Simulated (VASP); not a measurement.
```yaml
crystal:
  lattice:
    - [0.00000, 2.18958, 2.18958]
    - [2.18958, 0.00000, 2.18958]
    - [2.18958, 2.18958, 0.00000]
  atoms:
    - { symbol: Si, position: [0.00000, 0.00000, 0.00000] }
    - { symbol: C, position: [0.25000, 0.25000, 0.25000] }
```

Calculation: PBE GGA, VASP's PBE PAW potentials (set 64) (plane waves; VASP). Settings: PREC = Normal, EDIFF = 1E-5, 400 eV cut-off, 12×12×12 Γ-centred mesh, Gaussian smearing of 0.050 eV, potentials Si C.

At this cut-off the stress carries a Pulay error, which pulls relaxed volumes low.

**Question.** Estimate the energy per atom (σ→0), pressure, band gap (on the k-mesh) with the smallest direct gap where there is one.

**Answer.** 
The band gap (on the k-mesh) is 1.36 eV and the smallest direct gap (on the k-mesh) is 4.53 eV. The energy per atom (σ→0) comes out as -7533 meV/atom and the pressure is -1.11 GPa.

The compound is SiC in the zinc blende structure. It was relaxed first.
